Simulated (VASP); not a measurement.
Here is the system:

```yaml
crystal:
  lattice:
    - [0.00000, 3.01007, 3.01007]
    - [3.01007, 0.00000, 3.01007]
    - [3.01007, 3.01007, 0.00000]
  atoms:
    - { symbol: Hf, position: [0.00000, 0.00000, 0.00000] }
    - { symbol: Cu, position: [0.25000, 0.25000, 0.25000] }
    - { symbol: Cu, position: [0.75000, 0.75000, 0.75000] }
    - { symbol: Cu, position: [0.50000, 0.50000, 0.50000] }
```

Level of theory: PBEsol GGA, VASP's PBE PAW potentials (set 64) (plane waves; VASP 6.6.1). Numerical set-up: 400 eV cut-off, Gaussian smearing of 0.050 eV, potentials Hf_pv Cu.

### Question
Give the energies of bands 11 to 24 at the high-symmetry points, in eV from the Fermi level.

### Answer

| band | Γ | X | U | L | W |
|---|---|---|---|---|---|
| 11 | -3.51 | -3.25 | -3.53 | -3.61 | -3.42 |
| 12 | -3.51 | -3.25 | -3.24 | -3.61 | -3.36 |
| 13 | -3.15 | -3.00 | -3.22 | -3.60 | -3.36 |
| 14 | -3.15 | -2.92 | -3.05 | -3.60 | -2.96 |
| 15 | -3.15 | -2.59 | -2.70 | -3.60 | -2.86 |
| 16 | -2.57 | -2.54 | -2.67 | -2.46 | -2.50 |
| 17 | -2.57 | -2.41 | -2.38 | -2.46 | -2.50 |
| 18 | -2.37 | -2.41 | -2.35 | -2.28 | -2.17 |
| 19 | -2.37 | -2.10 | -2.13 | -2.28 | -2.08 |
| 20 | 0.37 | -1.83 | -2.04 | -1.88 | -1.95 |
| 21 | 0.37 | -0.41 | -1.59 | -0.11 | -1.44 |
| 22 | 0.37 | 0.05 | 0.03 | -0.11 | -1.44 |
| 23 | 3.03 | 0.05 | 0.74 | 2.32 | 2.13 |
| 24 | 3.03 | 2.87 | 2.52 | 2.77 | 2.13 |

It has no gap at this level: it comes out as a metal or semimetal.

The structure comes from a computed database's HfCu3 entry (Fm-3m); how it stands against other phases isn't given here. It was relaxed first. The electron count is odd and the run is not spin-polarised, which forces a metal.
